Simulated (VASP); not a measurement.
Method: PBE GGA, VASP's PBE PAW potentials (set 64) (plane waves; VASP).

VASP input:

INCAR:
```
SYSTEM = PdIn
PREC = Accurate; ENCUT = 400; LREAL = .FALSE.
LASPH = .TRUE.; KSPACING = 0.4; KGAMMA = .TRUE.
EDIFF = 1E-6; NELM = 100; ALGO = Normal
LMAXMIX = 4
ISMEAR = 1; SIGMA = 0.1
GGA = PE
ISIF = 2
LWAVE = .FALSE.; LCHARG = .FALSE.
```

POSCAR:
```
PdIn
1
    3.3150000000     0.0000000000     0.0000000000
    0.0000000000     3.3150000000     0.0000000000
    0.0000000000     0.0000000000     3.3150000000
In Pd
1 1
Direct
  0.5000000000   0.5000000000   0.5000000000
  0.0000000000   0.0000000000   0.0000000000
```

POTCAR, in this order: In_d Pd (PBE.64 set). Program: vasp_std.

The resulting files:

OUTCAR:
```
 ion  position               nearest neighbor table
   1  0.500  0.500  0.500-   2 2.87   2 2.87   2 2.87   2 2.87   2 2.87   2 2.87   2 2.87   2 2.87
  LATTYP: Found a simple cubic cell.
 ALAT       =     3.3150000000
 Subroutine PRICEL returns:
 Original cell was already a primitive cell.
 Subroutine GETGRP returns: Found 48 space group operations
The static configuration has the point symmetry O_h .
The dynamic configuration has the point symmetry O_h .
 Subroutine INISYM returns: Found 48 space group operations
 Subroutine IBZKPT returns following result:
 Found     10 irreducible k-points:

 Following reciprocal coordinates:
            Coordinates               Weight
  0.000000  0.000000  0.000000      1.000000
  0.200000  0.000000  0.000000      6.000000
  0.400000  0.000000  0.000000      6.000000
  0.200000  0.200000  0.000000     12.000000
  0.400000  0.200000  0.000000     24.000000
  0.400000  0.400000  0.000000     12.000000
  0.200000  0.200000  0.200000      8.000000
  0.400000  0.200000  0.200000     24.000000
  0.400000  0.400000  0.200000     24.000000
  0.400000  0.400000  0.400000      8.000000
   k-points           NKPTS =     10   k-points in BZ     NKDIM =     10   number of bands    NBANDS=     15
   number of dos      NEDOS =    301   number of ions     NIONS =      2
   total plane-waves  NPLWV =  13824
   dimension x,y,z NGX =    24 NGY =   24 NGZ =   24
   dimension x,y,z NGXF=    48 NGYF=   48 NGZF=   48
   ions per type =               1   1
   PREC   = accura    normal or accurate (medium, high low for compatibility)
   ISTART =      0    job   : 0-new  1-cont  2-samecut
   ICHARG =      2    charge: 1-file 2-atom 10-const
   ISPIN  =      1    spin polarized calculation?
   LNONCOLLINEAR =      F non collinear calculations
   LSORBIT =      F    spin-orbit coupling
   INIWAV =      1    electr: 0-lowe 1-rand  2-diag
   ENCUT  =  400.0 eV  29.40 Ry    5.42 a.u.   5.41  5.41  5.41*2*pi/ulx,y,z
   NELM   =    100;   NELMIN=  2; NELMDL= -5     # of ELM steps
   EDIFF  = 0.1E-05   stopping-criterion for ELM
   LREAL  =      F    real-space projection
   NLSPLINE    = F    spline interpolate recip. space projectors
   LMAXMIX     =    4 max onsite mixed and CHGCAR
   VOSKOWN=      0    Vosko Wilk Nusair interpolation
   EDIFFG = 0.1E-04   stopping-criterion for IOM
   NSW    =      0    number of steps for IOM
   NBLOCK =      1;   KBLOCK =      1    inner block; outer block
   IBRION =     -1    ionic relax: 0-MD 1-quasi-New 2-CG
   NFREE  =      0    steps in history (QN), initial steepest desc. (CG)
   ISIF   =      2    stress and relaxation
   ISYM   =      2    0-nonsym 1-usesym 2-fastsym
   TEIN   =    0.0    initial temperature
   TEBEG  =    0.0;   TEEND  =   0.0 temperature during run
   SMASS  =  -3.00    Nose mass-parameter (am)
   PSTRESS=    0.0 pullay stress
   NELECT =      23.0000    total number of electrons
   EFERMI =   0.00;   METHOD = LEGACY
   ISMEAR =     1;   SIGMA  =   0.10  broadening in eV -4-tet -1-fermi 0-gaus
   IALGO  =     38    algorithm
   LDIAG  =      T    sub-space diagonalisation (order eigenvalues)
   IMIX   =      4    mixing-type and parameters
     AMIX     =   0.40;   BMIX     =  1.00
     AMIX_MAG =   1.60;   BMIX_MAG =  1.00
     AMIN     =   0.10
   GGA     = PE    functional components
   VOSKOWN =     0    Vosko Wilk Nusair interpolation
   LHFCALC =     F    Hartree Fock is set to
   LHFONE  =     F    Hartree Fock one center treatment
   AEXX    =    0.0000 exact exchange contribution
   IVDW    =     0    specifies the selected vdW correction
   LEPSILON=     F    determine dielectric tensor
   LRPA    =     F    only Hartree local field effects (RPA)
  energy-cutoff  :      400.00
  volume of cell :       36.43
...
```

### OSZICAR
```
       N       E                     dE             d eps       ncg     rms          rms(c)
DAV:   1     0.138443175459E+03    0.13844E+03   -0.96001E+03   308   0.161E+03
DAV:   2    -0.258058023324E+01   -0.14102E+03   -0.13775E+03   314   0.354E+02
DAV:   3    -0.882575167437E+01   -0.62452E+01   -0.62283E+01   384   0.848E+01
DAV:   4    -0.893401069569E+01   -0.10826E+00   -0.10825E+00   351   0.103E+01
DAV:   5    -0.893896239828E+01   -0.49517E-02   -0.49517E-02   468   0.202E+00    0.589E+00
DAV:   6    -0.878627534225E+01    0.15269E+00   -0.35767E-01   384   0.938E+00    0.280E+00
DAV:   7    -0.875439512965E+01    0.31880E-01   -0.70873E-02   379   0.485E+00    0.119E+00
DAV:   8    -0.874898875205E+01    0.54064E-02   -0.18065E-02   314   0.132E+00    0.360E-01
DAV:   9    -0.874835712656E+01    0.63163E-03   -0.17711E-03   391   0.732E-01    0.495E-02
DAV:  10    -0.874836349864E+01   -0.63721E-05   -0.43370E-05   398   0.102E-01    0.240E-02
DAV:  11    -0.874836464937E+01   -0.11507E-05   -0.52368E-06   384   0.244E-02    0.277E-03
DAV:  12    -0.874836494663E+01   -0.29726E-06   -0.21724E-07   192   0.525E-03
   1 F= -.87483649E+01 E0= -.87481423E+01  d E =-.667909E-03
```

File OUTCAR:
```
------------------------ aborting loop because EDIFF is reached ----------------------------------------
  FORCE on cell =-STRESS in cart. coord.  units (eV):
  Direction    XX          YY          ZZ          XY          YZ          ZX
  --------------------------------------------------------------------------------------
  Total       -0.1496735     -0.1496735     -0.1496735     -0.0000000      0.0000000     -0.0000000
  in kB       -6.5827111     -6.5827111     -6.5827111     -0.0000000      0.0000000     -0.0000000
  external PRESSURE =      -6.5827111 kB  Pullay stress =       0.0000000 kB
  volume of cell :       36.43
      direct lattice vectors                 reciprocal lattice vectors
     3.315000000  0.000000000  0.000000000     0.301659125  0.000000000  0.000000000
     0.000000000  3.315000000  0.000000000     0.000000000  0.301659125  0.000000000
     0.000000000  0.000000000  3.315000000     0.000000000  0.000000000  0.301659125
 POSITION                                       TOTAL-FORCE (eV/Angst)
 -----------------------------------------------------------------------------------
      1.65750      1.65750      1.65750         0.000000      0.000000      0.000000
      0.00000      0.00000      0.00000         0.000000      0.000000      0.000000
 -----------------------------------------------------------------------------------
    total drift:                                0.000000      0.000000     -0.000000
  FREE ENERGIE OF THE ION-ELECTRON SYSTEM (eV)
  ---------------------------------------------------
  free  energy   TOTEN  =        -8.7483649466 eV

  energy  without entropy=       -8.7476970372  energy(sigma->0) =       -8.74814231
```
(Selected blocks of OUTCAR.)

OUTCAR:
```
 val. band max:        9.7995043866   @ k =   0.4000   0.4000   0.4000

 cond. band min:      10.2196230895   @ k =   0.4000   0.4000   0.2000


 Fermi energy:         9.8019181531

 k-point     1 :       0.0000    0.0000    0.0000
  band No.  band energies     occupation
      1      -4.9717      2.00000
      2      -4.9717      2.00000
      3      -4.6076      2.00000
      4      -4.6076      2.00000
      5      -4.6076      2.00000
      6       0.1530      2.00000
      7       6.2921      2.00000
      8       6.2921      2.00000
      9       7.7381      2.00000
     10       7.7381      2.00000
     11       7.7381      2.00000
     12      14.0522      0.00000
     13      14.0522      0.00000
     14      14.0522      0.00000
     15      18.8313      0.00000

 k-point     2 :       0.2000    0.0000    0.0000
  band No.  band energies     occupation
      1      -4.9549      2.00000
      2      -4.8626      2.00000
      3      -4.6411      2.00000
      4      -4.6411      2.00000
      5      -4.5982      2.00000
      6       0.7651      2.00000
      7       6.3041      2.00000
      8       6.3159      2.00000
      9       7.3709      2.00000
     10       7.3709      2.00000
     11       7.7172      2.00000
     12      11.1842     -0.00000
     13      15.1841      0.00000
     14      15.1841      0.00000
     15      19.4582      0.00000

 k-point     3 :       0.4000    0.0000    0.0000
  band No.  band energies     occupation
      1      -4.9277      2.00000
      2      -4.6946      2.00000
      3      -4.6946      2.00000
      4      -4.6873      2.00000
      5      -4.5830      2.00000
      6       2.5328      2.00000
      7       5.1436      2.00000
      8       6.3236      2.00000
      9       6.8913      2.00000
     10       6.8913      2.00000
     11       7.6829      2.00000
     12       8.9854      2.00000
     13      17.8927      0.00000
     14      17.8927      0.00000
     15      19.7116      0.00000
...
```

Unless said otherwise, spin-orbit coupling is left out, though it shifts the bands of the heavy elements here.

The compound is PdIn in the CsCl type structure. The cell was not relaxed at this level. The run is one of a series of settings (KGAMMA = .TRUE., KSPACING = 0.4, KPOINTS file removed against the base run), some of them coarse on purpose. The electron count is odd and the run is not spin-polarised, which forces a metal.
